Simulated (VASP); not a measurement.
AlC3:

```
CELL_PARAMETERS angstrom
3.20793 0.00000 0.00000
0.00000 3.20793 0.00000
0.00000 0.00000 3.20793
ATOMIC_POSITIONS crystal
Al 0.00000 0.00000 0.00000
C 0.00000 0.50000 0.50000
C 0.50000 0.00000 0.50000
C 0.50000 0.50000 0.00000
```

The cell comes from a database or a generator and needn't be the stable form of this composition.

Base run:

```yaml
Program: VASP 6.6.1
Functional: PBE
Potentials_or_basis: VASP PAW PBE potentials, release 64 (Al, C)
Cutoff: 520 eV
k_mesh: 9 × 9 × 9
Occupations: methfessel-paxton, width 0.01 eV
Spin: no spin polarisation
```

Its results: band gap on the k mesh none (metal or under the smearing width); pressure -0.1 GPa.

The run is repeated on the same cell with these changes: functional from PBE to r2SCAN; further incar settings from ALGO = Normal; EDIFF = 1e-07; NBANDS = 16 to ALGO = Normal; EDIFF = 1e-06; NBANDS = 16. What comes out?

Band gap on the k mesh none (metal or under the smearing width); pressure -2.5 GPa.

Caveats: the PAW data sets were made with another functional, which shifts forces and pressure a little (some runs).

Not every run made on this cell is shown here.
